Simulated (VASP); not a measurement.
Input of a VASP 6.6.1 run:

File POSCAR:

```
Mg2CdS3
1.0
    6.1404000000     -3.5447800000      0.0000000000
    6.1404000000      3.5447800000      0.0000000000
    0.0000000000      0.0000000000      6.6219800000
Mg Cd S
4 2 6
Direct
    0.4974250000      0.1663440000      0.9985650000
    0.5025750000      0.8336560000      0.4985650000
    0.1663440000      0.4974250000      0.4985650000
    0.8336560000      0.5025750000      0.9985650000
    0.1702330000      0.8297670000      0.9979610000
    0.8297670000      0.1702330000      0.4979610000
    0.1769970000      0.8230030000      0.3870930000
    0.4887590000      0.1668180000      0.3714450000
    0.5112410000      0.8331820000      0.8714450000
    0.8230030000      0.1769970000      0.8870930000
    0.1668180000      0.4887590000      0.8714450000
    0.8331820000      0.5112410000      0.3714450000
```

Contents of INCAR.step1:

```
  PREC = Accurate
  ENCUT = 520
  EDIFF = 1E-6
  ISMEAR = 0
  SIGMA = 0.03
  LREAL = F
  LASPH = T
  NELM = 60
  ALGO = Normal
  ISIF = 2
  LWAVE = F
  LCHARG = T
  GGA = PE
  KPAR = 2
```

File KPOINTS.step1:

```
Automatic mesh
0
Gamma
  4 4 4
```

Contents of INCAR.step2:

```
  PREC = Accurate
  ENCUT = 520
  EDIFF = 1E-6
  ISMEAR = 0
  SIGMA = 0.05
  LREAL = F
  LASPH = T
  NELM = 60
  ALGO = Normal
  ISIF = 2
  LWAVE = F
  LCHARG = F
  GGA = PE
  KPAR = 2
  ICHARG = 11
```

Contents of KPOINTS.step2:

```
path GXSRAZGYX1A1TY,ZT
15
line-mode
reciprocal
 0.0000000000  0.0000000000  0.0000000000  G
 0.3333243630  0.6666487261  0.0000000000  X

 0.3333243630  0.6666487261  0.0000000000  X
 0.5000000000  0.5000000000  0.0000000000  S

 0.5000000000  0.5000000000  0.0000000000  S
 0.5000000000  0.5000000000 -0.5000000000  R

 0.5000000000  0.5000000000 -0.5000000000  R
 0.3333243630  0.6666487261 -0.5000000000  A

 0.3333243630  0.6666487261 -0.5000000000  A
 0.0000000000  0.0000000000 -0.5000000000  Z

 0.0000000000  0.0000000000 -0.5000000000  Z
 0.0000000000  0.0000000000  0.0000000000  G

 0.0000000000  0.0000000000  0.0000000000  G
 0.5000000000  0.0000000000  0.0000000000  Y

 0.5000000000  0.0000000000  0.0000000000  Y
 0.6666756370  0.3333512739  0.0000000000  X1

 0.6666756370  0.3333512739  0.0000000000  X1
 0.6666756370  0.3333512739 -0.5000000000  A1

 0.6666756370  0.3333512739 -0.5000000000  A1
 0.5000000000  0.0000000000 -0.5000000000  T

 0.5000000000  0.0000000000 -0.5000000000  T
 0.5000000000  0.0000000000  0.0000000000  Y

 0.0000000000  0.0000000000 -0.5000000000  Z
 0.5000000000  0.0000000000 -0.5000000000  T
```

Potentials or basis: VASP PAW PBE potentials, release 64 (Mg, Cd, S).

The run is started by

```sh
$ cat potpaw_PBE.64/Mg/POTCAR potpaw_PBE.64/Cd/POTCAR potpaw_PBE.64/S/POTCAR > POTCAR
$ cp INCAR.step1 INCAR
$ cp KPOINTS.step1 KPOINTS
$ mpirun -np 2 vasp_std > vasp.out
$ cp INCAR.step2 INCAR
$ cp KPOINTS.step2 KPOINTS
$ mpirun -np 2 vasp_std > vasp.out
```

**Question.** What does it give for the band gap on the k mesh?

**Answer.** 2.56 eV, direct.

**Question.** Predict the band gap along the path.

**Answer.** 2.56 eV, direct.

Levels at the corners of the path, in eV from the valence-band top:
| point | band 32 | band 33 | band 34 | band 35 | band 36 | band 37 |
| --- | --- | --- | --- | --- | --- | --- |
| Γ | -0.03 | -0.02 | 0.00 | 2.56 | 3.85 | 4.86 |
| X | -0.44 | -0.29 | -0.23 | 3.94 | 4.09 | 4.86 |
| X | -0.44 | -0.29 | -0.23 | 3.94 | 4.09 | 4.86 |
| S | -0.41 | -0.37 | -0.28 | 3.87 | 4.40 | 4.97 |
| S | -0.41 | -0.37 | -0.28 | 3.87 | 4.40 | 4.97 |
| R | -0.76 | -0.64 | -0.64 | 4.14 | 4.14 | 4.98 |
| R | -0.76 | -0.64 | -0.64 | 4.14 | 4.14 | 4.98 |
| A | -0.67 | -0.64 | -0.64 | 4.14 | 4.14 | 4.80 |
| A | -0.67 | -0.64 | -0.64 | 4.14 | 4.14 | 4.80 |
| Z | -0.26 | -0.24 | -0.24 | 3.94 | 3.94 | 5.30 |
| Z | -0.26 | -0.24 | -0.24 | 3.94 | 3.94 | 5.30 |
| Γ | -0.03 | -0.02 | 0.00 | 2.56 | 3.85 | 4.86 |
| Γ | -0.03 | -0.02 | 0.00 | 2.56 | 3.85 | 4.86 |
| Y | -0.46 | -0.36 | -0.34 | 4.04 | 4.12 | 4.99 |
| Y | -0.46 | -0.36 | -0.34 | 4.04 | 4.12 | 4.99 |
| X1 | -0.44 | -0.29 | -0.23 | 3.94 | 4.09 | 4.86 |
| X1 | -0.44 | -0.29 | -0.23 | 3.94 | 4.09 | 4.86 |
| A1 | -0.67 | -0.64 | -0.64 | 4.14 | 4.14 | 4.80 |
| A1 | -0.67 | -0.64 | -0.64 | 4.14 | 4.14 | 4.80 |
| T | -0.77 | -0.60 | -0.60 | 4.13 | 4.13 | 4.98 |
| T | -0.77 | -0.60 | -0.60 | 4.13 | 4.13 | 4.98 |
| Y | -0.46 | -0.36 | -0.34 | 4.04 | 4.12 | 4.99 |
| Z | -0.26 | -0.24 | -0.24 | 3.94 | 3.94 | 5.30 |
| T | -0.77 | -0.60 | -0.60 | 4.13 | 4.13 | 4.98 |

Caveat: the log is that of the step along the path at fixed density, whose energy, stress, charges and moments have no meaning.
